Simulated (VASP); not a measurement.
Given:

```
BeS
1.0
    0.00000     2.36263     2.36263
    2.36263     0.00000     2.36263
    2.36263     2.36263     0.00000
Be S
1 1
Direct
  0.00000   0.00000   0.00000
  0.25000   0.25000   0.25000
```

These are LDA (Ceperley-Alder, Perdew-Zunger), VASP's LDA PAW potentials (set 64) (plane waves; VASP 6.6.1) values and carry that method's errors. Settings: 500 eV cut-off, 10×10×10 Γ-centred mesh, Gaussian smearing of 0.050 eV, potentials Be S.

Problem. What does the run give for the energy per atom (σ→0), pressure, band gap (on the k-mesh) with the smallest direct gap where there is one?

Solution. 
The band gap (on the k-mesh) comes out as 2.72 eV, the smallest direct gap (on the k-mesh) comes out as 5.50 eV and the energy per atom (σ→0) is -5.562 eV/atom. The pressure is 5.00 GPa.

Total energies compare only between runs with the same potentials, cut-off and functional.

The compound is BeS in the zinc blende structure. It was relaxed first under an external pressure of 5 GPa.
